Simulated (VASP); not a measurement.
Here is the system:

```
YN
1.0
    0.00000     2.43383     2.43383
    2.43383     0.00000     2.43383
    2.43383     2.43383     0.00000
Y N
1 1
Cartesian
  0.00000   0.00000   0.00000
  2.43383   2.43383   2.43383
```

Method: PBE GGA with D3 dispersion (Becke-Johnson damping), VASP's PBE PAW potentials (set 64) (plane waves; VASP). Settings: 520 eV cut-off, 10×10×10 Γ-centred mesh, tetrahedra with Blöchl corrections, potentials Y_sv N.

### Question
Estimate the energy per atom (σ→0), band gap (on the k-mesh) with the smallest direct gap where there is one.

### Answer

```yaml
band gap (on the k-mesh): 0.17 eV
smallest direct gap (on the k-mesh): 0.54 eV
energy per atom (σ→0): -9.438 eV/atom
```

The absolute energy has meaning only against runs of the same code, potentials and settings.

The compound is YN in the rock salt structure. It was relaxed first.
